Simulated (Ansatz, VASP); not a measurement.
One calculation of CsCaH3, two programs

```xyz
5
Lattice="4.8638 0.0000 0.0000 0.0000 4.6212 0.0000 0.0000 0.0000 4.6212" Properties=species:S:1:pos:R:3 pbc="T T T"
Cs    0.0000    0.0000    0.0000
Ca    2.4319    2.3106    2.3106
H     2.4319    0.0000    2.3106
H     0.0000    2.3106    2.3106
H     2.4319    2.3106    0.0000
```

Change from the starting cell: strain +0.0525 x Voigt [1, 0, 0, 0, 0, 0], atoms carried along.

Alike in both runs: task single point; functional LDA; k mesh 6 × 6 × 6; occupations gaussian, width 0.05 eV; no spin polarisation.

```csv
,VASP,Ansatz
version,VASP 6.6.1,Ansatz 0.2.0
potentials or method,"VASP PAW LDA potentials, release 64 (Cs_sv, Ca_sv, H)","scalar-relativistic, plane waves, PAW"
plane-wave cutoff (eV),520,420
valence electrons in the cell,22,22
```

```tsv
	VASP	Ansatz	Ansatz less VASP
gap on the k mesh at the Fermi level (eV)	2.76	2.78	+0.014
least direct gap on the mesh (eV)	2.80	2.81	+0.013
pressure (GPa)	-3.1	-3.2	-0.03
largest component of the traceless stress (GPa)	1.00	0.99	-0.012
```

Caveats: spin-orbit coupling is left out, which moves the levels of the heavy elements. A k mesh can miss the band edges.
